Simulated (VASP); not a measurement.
Input:

```
Cu2GeS3
1.0
   -1.85041     5.46083     2.58173
    1.85041    -5.46083     2.58173
    1.85041     5.46083    -2.58173
Cu Ge S
2 1 3
Cartesian
  0.00000   1.81926   1.34631
  1.85041   3.64157  -1.23542
  0.00000   5.46083   1.19138
  1.85041  -1.85687   2.58172
  1.85041   1.85687   2.58172
  1.85041   5.46083  -2.54670
```

Method: LDA (Ceperley-Alder, Perdew-Zunger), VASP's LDA PAW potentials (set 64) (plane waves; VASP). Numerical set-up: 400 eV cut-off, 11×11×11 Γ-centred mesh, tetrahedra with Blöchl corrections, potentials Cu Ge_d S.

Task: Tabulate the total density of states (states/eV per cell) against energy (eV; zero at the valence-band maximum or, without a gap, the Fermi level).

Result: 
(E (eV), DOS (states/eV)): (-9.97, 0.00); (-9.76, 0.87); (-9.54, 1.77); (-9.33, 1.29); (-9.11, 2.01); (-8.79, 1.65); (-8.57, 0.00); (-8.36, 0.00); (-8.15, 0.00); (-7.93, 0.00); (-7.72, 0.00); (-7.50, 0.00); (-7.29, 0.00); (-6.96, 1.29); (-6.75, 3.04); (-6.53, 3.58); (-6.32, 5.06); (-6.11, 2.73); (-5.89, 2.96); (-5.67, 3.99); (-5.46, 4.32); (-5.25, 5.43); (-4.92, 5.53); (-4.71, 7.71); (-4.49, 21.1); (-4.28, 4.13); (-4.06, 0.03); (-3.85, 0.00); (-3.63, 0.00); (-3.42, 0.00); (-3.10, 3.07); (-2.88, 20.3); (-2.67, 15.6); (-2.45, 8.46); (-2.24, 4.61); (-2.02, 7.04); (-1.81, 6.54); (-1.59, 5.06); (-1.27, 5.33); (-1.06, 4.34); (-0.84, 3.42); (-0.63, 2.99); (-0.41, 1.45); (-0.20, 0.74); (0.02, 0.20); (0.23, 0.48); (0.45, 0.91); (0.77, 0.69); (0.98, 1.40); (1.20, 3.24); (1.42, 2.36); (1.63, 0.02); (1.84, 0.78); (2.06, 1.33); (2.27, 2.31); (2.60, 2.99); (2.81, 3.19); (3.03, 2.69); (3.24, 2.78); (3.46, 2.94)
Within 2 eV below the Fermi level the largest weight inside VASP's projection spheres is Cu d, then S p.

The structure comes from a computed database's Cu2GeS3 entry (Imm2); how it stands against other phases isn't given here. It was relaxed first.
